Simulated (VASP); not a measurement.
Here is the system:

```yaml
crystal:
  lattice:
    - [3.21300, 0.00000, 0.00000]
    - [0.00000, 3.21300, 0.00000]
    - [0.00000, 0.00000, 3.21300]
  atoms:
    - { symbol: Zn, position: [0.50000, 0.50000, 0.50000] }
    - { symbol: Au, position: [0.00000, 0.00000, 0.00000] }
```

These are PBE GGA + U (Dudarev), VASP's PBE PAW potentials (set 64) (plane waves; VASP 6.6.1) values and carry that method's errors. Run with 400 eV cut-off, 10×10×10 Γ-centred mesh, first-order Methfessel-Paxton smearing of 0.10 eV, potentials Zn Au, U − J: Zn 1.00 eV.

**Question.** Give the stress tensor in GPa (positive for a compressed cell).

**Answer.** 
```
-3.44   0.00   0.00
 0.00  -3.44   0.00
 0.00   0.00  -3.44
```
The pressure is its mean diagonal, -3.44 GPa.

The compound is AuZn in the CsCl type structure. The cell was not relaxed at this level. The run is one of a series of settings (LDAU = .TRUE., LDAUJ = 0 0, LDAUL = 2 -1, LDAUTYPE = 2, LDAUU = 1.0 0 against the base run), some of them coarse on purpose. The electron count is odd and the run is not spin-polarised, which forces a metal.
